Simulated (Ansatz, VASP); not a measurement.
# Mo (Mo(211)) in two plane-wave programs

One calculation is typed for both programs; each brings its own data sets. How far apart do they land? Of the first pair: The structure shown is the start of the Ansatz relaxation below; VASP solves that cell, so the two are compared at the walk's first step.

Calculated with Ansatz 0.2.0; plane waves, with VASP 6.6.1 beside it; single point at PBE with D3(BJ).

## (1) The starting structure

The cell holds 7 atoms: 7 Mo. Cell: a = 2.728 Å, b = 4.455 Å, c = 24.716 Å, α = 90.0°, β = 90.0°, γ = 90.0°. Vacuum lies along c.

## (2) Ansatz: relaxation, PBE with D3(BJ)

Ansatz runs on its default PAW (the set named soft_2) files.

The two programs are compared at the cell with which this relaxation starts, whose forces are those of its first step.

input.yaml

```yaml
crystal:
  lattice:
    - [2.72798002, 0.0, 0.0]
    - [0.0, 4.45477272, 0.0]
    - [0.0, 0.0, 24.7158926898]
  atoms:
    - { symbol: Mo, position: [0.0, 0.5, 0.3439082742] }
    - { symbol: Mo, position: [0.33333333, 0.0, 0.3959388495] }
    - { symbol: Mo, position: [0.66666667, 0.5, 0.4479694247] }
    - { symbol: Mo, position: [0.0, 0.0, 0.5] }
    - { symbol: Mo, position: [0.33333333, 0.5, 0.5520305753] }
    - { symbol: Mo, position: [0.66666667, 0.0, 0.6040611505] }
    - { symbol: Mo, position: [0.0, 0.5, 0.6560917258] }
kpoints:
  mp_grid: { grid: [10, 6, 1] }
hamiltonian:
  xc: pbe
  dispersion: d3bj
scf:
  occupations: { method: fermi_dirac, width: 0.1 }
  convergence: { dr2_threshold: 1.0e-08 }
efield:
  axis: 3
  dipole_correction: true
  ramp_position: 0.97
  ramp_width: 0.06
relax:
  f_tol: 0.015
  max_steps: 90
  constraints: [{ sites: [0, 1] }]
output:
  write_potential: true
  write_density: true
  volumetric_format: npy
```

Launch:

```sh
$ ansatz run input.yaml --threads 2 --pin off --max-ram 3072MiB --backend cpu --events-out ev --progress --plain --runs-dir out
```

Numbers of over 12 decimals in the logs are rounded to 6 here.

What it wrote:

```text
Engine: ansatz 0.2.0, aarch64-unknown-linux-gnu
Pseudopotentials: kind: paw
Pseudopotential: Mo, paw, valence charge 14, recommended cutoff 420 eV (normal), Mo.paw.azcp
Functional definition: PBE
  parameter kappa = 0.804
  parameter beta = 0.066725
  exchange = pbe_x(kappa = kappa, mu = beta*pi^2/3)
  correlation = pbe_c(beta = beta)
Crystal: 7 atoms, lattice volume = 300.361 Å³
Basis set: ecut = 420 eV, 5929 PW (Γ), exchange–correlation on 40×60×360 points (8 copies of the dense FFT grid, shifted against one another)
Bands: 59, of which v1, the nominal top of the filled ones, is band 49 counted from 1 (48 counted from 0)
Symmetry: 2 space group operations
k-points: 24 of 60 (time reversal used)
Non-local potential: Mo, projectors of the file, l = 0: 3, l = 1: 2, l = 2: 2, l = 3: 1
PAW form: soft (Blöchl's): semilocal exchange-correlation on the pseudo side does not see the compensation charge
PAW one-centre angular grid: Mo, 590 points (default); XC on 64 Gauss nodes
Initial density: superposition of atomic densities (neutral atoms: chi_scale 0, normalization atom), corrected by the library's trained network
Initial wavefunctions: pseudopotential atomic-orbital guess
Functional: x = pbe(κ = 0.804, μ = 0.219515), c = pbe(β = 0.066725)
SCF iter   1: F=—  HF=-34691.031671 eV  |F-HF|=—  |Δ(HF+E_count)|=         —  Δρ=3.69e-3  dr2=1.84e-1  ethr=1.77e-3  p=0.000 e·Å  D=7.47e-14 V/Å  ΔV_dip=-0.00 eV  dr2_dipole=3.87e-8  V_vac-E_F(+/−)=3.95/3.95 eV  ⟨swp⟩=9.3  Hψ=6815  notcnv=0
efield: sawtooth ramp at fractional position 0.9700 (set: `efield.ramp_position`, or a place that a band, a saddle search or an elastic batch's reference lends), width 0.0600; the density the first Hamiltonian is built on has a dipole p = 0.000 e·Å; the dipole correction subtracts the counter field D = 7.47e-14 V/Å, which shifts the + side's vacuum level by -0.00 eV against the − side's; the planar-averaged density in the ramp window peaks in size at 1.8e-6 e/Å³
preconditioner: auto → LDOS  [metal: Δε(μ)=0.001 eV  Ē_g=3.702 eV  σ=0.100 eV  W_gap=0.00  n_scr=42 (ndim 8)  ℏωp=13.9 eV  f_vac=0.552  D(μ)=6.53/eV (n_scr^D=36)  β→1.0]
SCF iter   2: F=—  HF=-34691.029304 eV  |F-HF|=—  |Δ(HF+E_count)|=   2.37e-3  Δρ=1.79e-3  dr2=1.97e-2  ethr=1.88e-4  p=0.000 e·Å  D=1.03e-6 V/Å  ΔV_dip=-0.00 eV  dr2_dipole=3.57e-8  V_vac-E_F(+/−)=4.01/4.01 eV  ⟨swp⟩=1.6  Hψ=1744  notcnv=0
SCF iter   3: F=—  HF=-34691.027772 eV  |F-HF|=—  |Δ(HF+E_count)|=   1.53e-3  Δρ=5.65e-4  dr2=2.76e-3  ethr=2.01e-5  p=-0.000 e·Å  D=-8.71e-7 V/Å  ΔV_dip=0.00 eV  dr2_dipole=4.84e-9  V_vac-E_F(+/−)=4.03/4.03 eV  ⟨swp⟩=2.1  Hψ=1947  notcnv=0
SCF iter   4: F=—  HF=-34691.027629 eV  |F-HF|=—  |Δ(HF+E_count)|=   1.43e-4  Δρ=1.45e-4  dr2=1.72e-4  ethr=2.82e-6  p=-0.000 e·Å  D=-7.25e-7 V/Å  ΔV_dip=0.00 eV  dr2_dipole=4.62e-12  V_vac-E_F(+/−)=4.05/4.05 eV  ⟨swp⟩=2.1  Hψ=1960  notcnv=0
SCF iter   5: F=—  HF=-34691.027628 eV  |F-HF|=—  |Δ(HF+E_count)|=   1.26e-6  Δρ=5.47e-5  dr2=3.93e-5  ethr=1.75e-7  p=-0.000 e·Å  D=-5.65e-7 V/Å  ΔV_dip=0.00 eV  dr2_dipole=7.17e-11  V_vac-E_F(+/−)=4.06/4.06 eV  ⟨swp⟩=2.8  Hψ=2413  notcnv=0
SCF iter   6: F=—  HF=-34691.027736 eV  |F-HF|=—  |Δ(HF+E_count)|=   1.08e-4  Δρ=2.67e-5  dr2=4.70e-6  ethr=4.01e-8  p=-0.000 e·Å  D=-1.94e-7 V/Å  ΔV_dip=0.00 eV  dr2_dipole=2.67e-12  V_vac-E_F(+/−)=4.07/4.07 eV  ⟨swp⟩=2.1  Hψ=1967  notcnv=0
SCF iter   7: F=—  HF=-34691.027523 eV  |F-HF|=—  |Δ(HF+E_count)|=   2.13e-4  Δρ=8.13e-6  dr2=3.31e-7  ethr=4.80e-9  p=-0.000 e·Å  D=-9.11e-8 V/Å  ΔV_dip=0.00 eV  dr2_dipole=1.27e-12  V_vac-E_F(+/−)=4.07/4.07 eV  ⟨swp⟩=2.9  Hψ=2408  notcnv=0
SCF iter   8: F=—  HF=-34691.027524 eV  |F-HF|=—  |Δ(HF+E_count)|=   4.08e-7  Δρ=3.19e-6  dr2=4.46e-8  ethr=3.38e-10  p=-0.000 e·Å  D=-1.89e-8 V/Å  ΔV_dip=0.00 eV  dr2_dipole=1.86e-13  V_vac-E_F(+/−)=4.07/4.07 eV  ⟨swp⟩=3.4  Hψ=2799  notcnv=0
SCF iter   9: F=-34691.027524 eV  HF=-34691.027524 eV  |F-HF|=1.12e-8  |Δ(HF+E_count)|=   6.78e-8  Δρ=1.00e-6  dr2=2.34e-9  ethr=1.02e-11  p=0.000 e·Å  D=8.06e-9 V/Å  ΔV_dip=-0.00 eV  dr2_dipole=6.07e-13  V_vac-E_F(+/−)=4.07/4.07 eV  ⟨swp⟩=10.8  Hψ=10455  notcnv=0
SCF 1 converged in 9 iterations: F = -34691.027524 eV  dr2 = 2.34e-9
  greatest PAW one-centre occupation: 0.998 electrons in one spin orbital (limit 2), on the Mo atom at site 6 (counted from 0), in its partial waves of l = 0
relax step   1: F+E_penalty+E_count = -34691.02752398 eV  Δ(F+E_penalty+E_count) = +0.000e0 eV  max|allowed force component| = 1.783e0 eV/Å  Δτ_max = 0.0000 Å  (9 SCF iters, accepted)
Initial density: handed on by an earlier stage of this run
Initial wavefunctions: those handed on with the density
iter 1 solved again at ethr=4.39e-4 eV; its pass at ethr=3.10e-3 eV (dr2=4.30e-1 eV) is discarded
[...]
efield: sawtooth ramp at fractional position 0.9700 (set: `efield.ramp_position`, or a place that a band, a saddle search or an elastic batch's reference lends), width 0.0600; the density the first Hamiltonian is built on has a dipole p = -0.009 e·Å; the dipole correction subtracts the counter field D = -5.21e-3 V/Å, which shifts the + side's vacuum level by +0.13 eV against the − side's; the planar-averaged density in the ramp window peaks in size at 2.7e-6 e/Å³
preconditioner: auto → LDOS  [metal: Δε(μ)=0.044 eV  Ē_g=3.854 eV  σ=0.100 eV  W_gap=0.11  n_scr=42 (ndim 8)  ℏωp=13.9 eV  f_vac=0.561  D(μ)=5.81/eV (n_scr^D=32)  β→1.0]
SCF iter   2: F=—  HF=-34691.316234 eV  |F-HF|=—  |Δ(HF+E_count)|=   1.16e-5  Δρ=9.61e-5  dr2=5.65e-5  ethr=2.16e-7  p=-0.009 e·Å  D=-5.22e-3 V/Å  ΔV_dip=0.13 eV  dr2_dipole=1.54e-8  V_vac-E_F(+/−)=4.08/3.95 eV  ⟨swp⟩=2.7  Hψ=2969  notcnv=0
SCF iter   3: F=—  HF=-34691.316332 eV  |F-HF|=—  |Δ(HF+E_count)|=   9.79e-5  Δρ=3.32e-5  dr2=9.14e-6  ethr=5.77e-8  p=-0.009 e·Å  D=-5.18e-3 V/Å  ΔV_dip=0.13 eV  dr2_dipole=4.17e-7  V_vac-E_F(+/−)=4.08/3.95 eV  ⟨swp⟩=2.2  Hψ=2428  notcnv=0
SCF iter   4: F=—  HF=-34691.316123 eV  |F-HF|=—  |Δ(HF+E_count)|=   2.10e-4  Δρ=9.40e-6  dr2=3.07e-7  ethr=9.33e-9  p=-0.009 e·Å  D=-5.17e-3 V/Å  ΔV_dip=0.13 eV  dr2_dipole=1.68e-9  V_vac-E_F(+/−)=4.08/3.95 eV  ⟨swp⟩=2.5  Hψ=2285  notcnv=0
SCF iter   5: F=—  HF=-34691.316123 eV  |F-HF|=—  |Δ(HF+E_count)|=   4.96e-8  Δρ=2.31e-6  dr2=3.26e-8  ethr=3.14e-10  p=-0.009 e·Å  D=-5.17e-3 V/Å  ΔV_dip=0.13 eV  dr2_dipole=6.62e-10  V_vac-E_F(+/−)=4.08/3.95 eV  ⟨swp⟩=2.8  Hψ=2708  notcnv=0
SCF iter   6: F=-34691.316123 eV  HF=-34691.316123 eV  |F-HF|=2.30e-9  |Δ(HF+E_count)|=   3.11e-8  Δρ=9.10e-7  dr2=4.84e-9  ethr=1.02e-11  p=-0.009 e·Å  D=-5.16e-3 V/Å  ΔV_dip=0.13 eV  dr2_dipole=8.88e-11  V_vac-E_F(+/−)=4.08/3.95 eV  ⟨swp⟩=10.7  Hψ=10494  notcnv=0
SCF 6 converged in 6 iterations: F = -34691.316123 eV  dr2 = 4.84e-9
relax step   6: F+E_penalty+E_count = -34691.31612256 eV  Δ(F+E_penalty+E_count) = -6.974e-5 eV  max|allowed force component| = 2.410e-3 eV/Å  Δτ_max = 0.0037 Å  (6 SCF iters, accepted)
NSCF: frozen V_eff on 24 k-points
the band table was solved once a step of the walk had ended and its energy, with any forces and stress, was formed, with the checks that follow a solve (6154 applications of the Hamiltonian). They found nothing against the state; the energy, forces and stress were not computed again (output.eigenvalues in the input reference)
WARN: The output density's exchange-correlation potential varies sharply where the density is thin. Do not read a vacuum level from v_tot or v_xc, or from such a field of the output density. On a cell that repeats whose density bears no net charge and no dipole along the vacuum's axis use v_es (v_loc + v_h of the components); under efield.dipole_correction with no amplitude use v_es + v_field, which holds any externa [...]
SCF converged after 6 iterations
Free energy (F): -34691.316123 eV
Harris-Foulkes:  -34691.316123 eV  (|F-HF|=2.30e-9)
Internal energy: -34691.122463 eV  (E = F + TS)
E sigma→0 (E₀):  -34691.219293 eV
Entropy (-TS):   -0.193659 eV (-27.666 meV/atom)
Fermi energy:    5.198977 eV
Dipole field:    D = -0.005169 V/Å  (p = -0.008581 e·Å, saw-weighted, corrected)
Work function:   Φ+ = 4.0796 eV   Φ− = 3.9518 eV
Levels:          The Fermi level and band energies are counted from a zero that moves with the ramp; work functions are not
--- Per-component energies (eV) ---
  E_band       = -1930.968625
  E_kinetic    = 3082.982691
  E_local      = -128296.391918  (includes V_loc(G=0)·N_el)
  E_nonlocal   = 1004.731016
  E_hartree    = 62442.032647
  E_xc         = -1279.682781
  E_vxc        = -1596.555954  (∫ρ·V_xc dr)
  E_paw        = -22410.287925  (= ΣΔE_a)
  E_vpaw       = -1009.761937  (= ΣTr[D̂ρ^β])
  E_aug_tail   = 0.000300  (compensation charges beyond the density's cutoff)
  E_efield     = 0.000022  (sawtooth field / dipole correction)
  E_vefield    = -0.046111  (∫n·V_field dr)
  E_ewald      = 50769.185994
  E_disp       = -3.692508  (pairwise vdW)
  E_smearing   = -0.193659  (= −TS)
  E_closure    = -0.000000  (closes the sum)
  Σ components = -34691.316123   (vs F -34691.316123, Δ=0.00e0)
--- Forces (eV/Å), atoms counted from 1 ---
  atom   1  Mo    -0.23505855    -0.00000000     1.40478728
  atom   2  Mo     0.23666075     0.00000000    -1.40715452
  atom   3  Mo     0.00096994     0.00000000     0.00092864
  atom   4  Mo     0.00027922    -0.00000000    -0.00061099
  atom   5  Mo    -0.00137687     0.00000000    -0.00111544
  atom   6  Mo     0.00017358     0.00000000     0.00079896
  atom   7  Mo    -0.00165113    -0.00000000     0.00240955
  max |Σ_I F_I| component: 4.35e-5 eV/Å
--- Band table (eV; the first three rows and the last of 24) ---
  k-point 0: bands = [... 45 lower, 3.7941, 3.9685, 4.0318, 4.5289, 4.6792, 5.5046, 5.9951, 6.1309, ... 6 higher]
  k-point 1: bands = [... 45 lower, 3.9762, 4.1560, 4.5183, 4.8350, 4.9482, 5.7379, 6.0770, 6.1529, ... 6 higher]
  k-point 2: bands = [... 45 lower, 4.2859, 4.4612, 5.2719, 5.3156, 5.7458, 6.0550, 6.1436, 6.2639, ... 6 higher]
  k-point 23: bands = [... 45 lower, 3.9858, 4.5213, 5.5052, 5.6614, 5.7941, 5.8086, 6.4763, 6.5091, ... 6 higher]
--- Relaxed structure (6 steps of the walk, 6 accepted, 0 SCFs on fresh bases) ---
  F+E_penalty+E_count = -34691.31612256 eV   max|allowed force component| = 2.410e-3 eV/Å
  atoms:
    - { symbol: Mo, position: [0.0, 0.500000, 0.3439082742] }
    - { symbol: Mo, position: [0.33333333, 0.0, 0.3959388495] }
    - { symbol: Mo, position: [0.690208, 0.500000, 0.442974] }
    - { symbol: Mo, position: [0.010051, 1.7194730213449784e-18, 0.497209] }
    - { symbol: Mo, position: [0.334345, 0.500000, 0.548821] }
    - { symbol: Mo, position: [0.687848, 1.988277607121879e-18, 0.600833] }
    - { symbol: Mo, position: [0.035465, 0.500000, 0.644513] }
```

(Continued in part 2 of 2.)

[Lines on the potential files, build, host, timing and source positions are cut from VASP's logs without a mark.]

[Logs are printed without paths, hosts, clocks, repeated set-up lines and the standing remarks that a program may print on its own settings, such as how far it seeks lower states.]

[Hosts, paths, dates, database ids (printed as entryN), source tags and the programs' standing remarks are cut or masked in the printed files.]
